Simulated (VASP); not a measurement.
Data:

```xyz
5
Lattice="5.1448 0.0000 0.0000 -2.5724 4.4555 0.0000 0.0000 0.0000 8.0163" Properties=species:S:1:pos:R:3 pbc="T T T"
Tl     0.0000     2.9703     1.9776
Tl     2.5724     1.4852     6.0387
Te     0.0000     0.0000     0.0000
Te     0.0000     2.9703     5.1866
Te     2.5724     1.4852     2.8298
```

Method: PBE GGA, VASP's PBE PAW potentials (set 64) (plane waves; VASP). Run with 300 eV cut-off, 3×3×2 Γ-centred mesh, Fermi-Dirac smearing of 0.10 eV, potentials Tl_d Te.

**Question.** Give the energies of bands 14 to 25 at the high-symmetry points, in eV from the Fermi level.

**Answer.** 
```
band      Γ      M      K      A      L      H
----  -----  -----  -----  -----  -----  -----
14    -5.33  -6.19  -6.14  -4.91  -6.50  -6.27
15    -3.62  -5.89  -6.14  -4.23  -5.63  -6.27
16    -2.39  -3.36  -3.31  -2.47  -2.85  -3.78
17    -2.17  -3.12  -2.83  -2.13  -2.55  -1.82
18    -2.17  -1.51  -2.80  -2.13  -2.24  -1.52
19    -1.07  -1.34  -2.80  -1.08  -2.03  -1.52
20    -1.07  -1.27   0.20  -1.08  -1.61  -1.49
21    -0.83  -1.23   0.20  -0.87  -0.34  -1.49
22    -0.83  -0.64   0.23  -0.87  -0.04  -0.57
23    -0.53   0.19   0.26   0.16   0.18   0.50
24     0.42   0.99   0.26   0.77   0.25   0.50
25     3.17   3.55   3.92   1.59   2.85   3.82
```

It has no gap at this level: it comes out as a metal or semimetal.

The structure was generated: Tl2Te3 was put into an ordered model structure, which need not be its known phase. The cell was not relaxed at this level. The k-mesh is coarse (spacing up to 0.47 per Å, 2π included), so the numbers may not be converged in it.
